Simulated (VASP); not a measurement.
Output of a VASP run:

### OSZICAR
```
       N       E                     dE             d eps       ncg     rms          rms(c)
DAV:   1     0.343133281750E+03    0.34313E+03   -0.25415E+04  6457   0.330E+03
DAV:   2     0.259540287041E+02   -0.31718E+03   -0.31145E+03  6382   0.552E+02
DAV:   3    -0.118661163719E+02   -0.37820E+02   -0.37509E+02  6816   0.154E+02
DAV:   4    -0.129862765407E+02   -0.11202E+01   -0.11152E+01  7138   0.305E+01
DAV:   5    -0.130083494867E+02   -0.22073E-01   -0.22069E-01  7564   0.436E+00    0.355E+00
DAV:   6    -0.127636643202E+02    0.24469E+00   -0.47340E-01  7518   0.114E+01    0.178E+00
DAV:   7    -0.127016563174E+02    0.62008E-01   -0.10317E-01  8941   0.402E+00    0.421E-01
DAV:   8    -0.126957861855E+02    0.58701E-02   -0.22177E-02  6718   0.178E+00    0.529E-02
DAV:   9    -0.126959187350E+02   -0.13255E-03   -0.16542E-03  7258   0.489E-01    0.289E-02
DAV:  10    -0.126959170838E+02    0.16512E-05   -0.35846E-04  7825   0.253E-01    0.616E-03
DAV:  11    -0.126959162195E+02    0.86427E-06   -0.40517E-05  7110   0.893E-02    0.524E-03
DAV:  12    -0.126959157830E+02    0.43650E-06   -0.77954E-06  7156   0.351E-02
   1 F= -.48959403E+01 E0= -.48958437E+01  d E =-.489594E+01
```

### OUTCAR
```
------------------------ aborting loop because EDIFF is reached ----------------------------------------
  FORCE on cell =-STRESS in cart. coord.  units (eV):
  Direction    XX          YY          ZZ          XY          YZ          ZX
  --------------------------------------------------------------------------------------
  Total        7.7683539      7.8168012      7.8583428      0.0000000      0.0000000      0.0000000
  in kB      199.1891871    200.4314298    201.4966033      0.0000000      0.0000000      0.0000000
  external PRESSURE =       0.3724067 kB  Pullay stress =     200.0000000 kB
  volume of cell :       62.48
      direct lattice vectors                 reciprocal lattice vectors
     2.077793884 -3.583576926  0.000000000     0.240639846 -0.139525399  0.000000000
     2.077793884  3.583576926  0.000000000     0.240639846  0.139525399  0.000000000
     0.000000000  0.000000000  4.195895219     0.000000000  0.000000000  0.238328163
 POSITION                                       TOTAL-FORCE (eV/Angst)
 -----------------------------------------------------------------------------------
      2.07779      2.47811      3.84561         0.000000     -0.005737      0.013014
      2.07779      1.10546      1.74767         0.000000      0.005737      0.013014
      2.07779     -1.10546      2.44823         0.000000     -0.005737     -0.013014
      2.07779     -2.47811      0.35028         0.000000      0.005737     -0.013014
 -----------------------------------------------------------------------------------
    total drift:                                0.000000     -0.000000     -0.000000
  FREE ENERGIE OF THE ION-ELECTRON SYSTEM (eV)
  ---------------------------------------------------
  free  energy   TOTEN  =       -12.6959157830 eV

  energy  without entropy=      -12.6956261542  energy(sigma->0) =      -12.69581924
  enthalpy is  TOTEN    =        -4.8959402832 eV   P V=        7.7999754999

 reached required accuracy - stopping structural energy minimisation
```
(Selected blocks of OUTCAR.)

File POSCAR:
```
Ga
1
    2.0777938844    -3.5835769262    -0.0000000000
    2.0777938844     3.5835769262     0.0000000000
    0.0000000000    -0.0000000000     4.1958952190
Ga
4
Direct
  0.1542401757   0.8457598243   0.9165182057
  0.3457598243   0.6542401757   0.4165182057
  0.6542401757   0.3457598243   0.5834817943
  0.8457598243   0.1542401757   0.0834817943
```

Problem. Write an INCAR and KPOINTS that could have produced this output.

Solution. One answer among several that fit: the input of the run itself, PBEsol GGA, plane waves, VASP's PBE PAW potentials (set 64).

**KPOINTS**
```
Automatic
0
G
9 9 7
```

**INCAR**
```
# general
SYSTEM   =  Ga
PREC     =  Accurate
ENCUT    =  500
LREAL    =  .False.
LASPH    =  .True.

# electronic loop
EDIFF    =  1E-6
NELM     =  100
ALGO     =  Normal
LMAXMIX  =  4

# smearing
ISMEAR   =  1
SIGMA    =  0.1

# functional
GGA      =  PS

# ions
IBRION   =  2
NSW      =  40
ISIF     =  3
EDIFFG   =  -0.02
PSTRESS  =  200

# output
LWAVE    =  .False.
LCHARG   =  .False.
```

POTCAR, in this order: Ga_d (PBE.64 set). Program: vasp_std.

The compound is Ga in the alpha structure. It was relaxed first under an external pressure of 20 GPa.
